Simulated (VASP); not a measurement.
Input of a VASP 6.6.1 run:

INCAR

```
ALGO     = Normal         # electronic algorithm
EDIFF    = 1E-6           # SCF threshold, eV
EDIFFG   = -0.005         # ionic threshold
ENCUT    = 600            # plane-wave cutoff, eV
GGA      = PE             # functional
IBRION   = 2              # ionic algorithm
ISIF     = 3              # what is computed and relaxed
ISMEAR   = -1             # smearing method
IVDW     = 12             # dispersion correction
KPAR     = 4            
LASPH    = T              # aspherical terms in the spheres
LCHARG   = F              # write CHGCAR
LREAL    = F              # projectors in reciprocal space
LWAVE    = F              # write WAVECAR
NELM     = 80             # most SCF steps
NSW      = 60             # ionic steps
PREC     = Accurate       # precision mode
SIGMA    = 0.05           # smearing width, eV
```

File KPOINTS:

```
k-points
0
Gamma
  6 6 4
```

POSCAR

```
HfIn4SiO6
1.0
    2.7158500000     -4.7035700000      0.0083300000
    2.7158500000      4.7035700000      0.0083300000
   -1.8791500000      0.0000000000      7.4012700000
Hf In Si O
1 4 1 6
Direct
    0.7883500000      0.2116500000      0.0000000000
    0.6217500000      0.3782500000      0.5000000000
    0.4550200000      0.5449800000      0.0000000000
    0.2840700000      0.7159300000      0.5000000000
    0.9581400000      0.0418600000      0.5000000000
    0.1216800000      0.8783200000      0.0000000000
    0.0621900000      0.1141500000      0.8666600000
    0.8858500000      0.9378100000      0.1333400000
    0.7949000000      0.5378400000      0.8666300000
    0.4621600000      0.2051000000      0.1333700000
    0.1535200000      0.6287900000      0.1333300000
    0.3712100000      0.8464800000      0.8666700000
```

Potentials or basis: VASP PAW PBE potentials, release 64 (Hf_pv, In_d, Si, O).

The run is started by

```sh
$ cat potpaw_PBE.64/Hf_pv/POTCAR potpaw_PBE.64/In_d/POTCAR potpaw_PBE.64/Si/POTCAR potpaw_PBE.64/O/POTCAR > POTCAR
$ mpirun -np 4 vasp_std > vasp.out
```

(1) What does it give for the space group after relaxing (to 0.05 Å)?

(2) Predict the relaxed cell.

(3) Estimate the dispersion energy per atom.

Results:

(1) C2 (No. 5).

(2) a = 5.393 Å, b = 5.393 Å, c = 7.459 Å, α = 97.12°, β = 97.12°, γ = 119.93°.

(3) -0.235 eV.
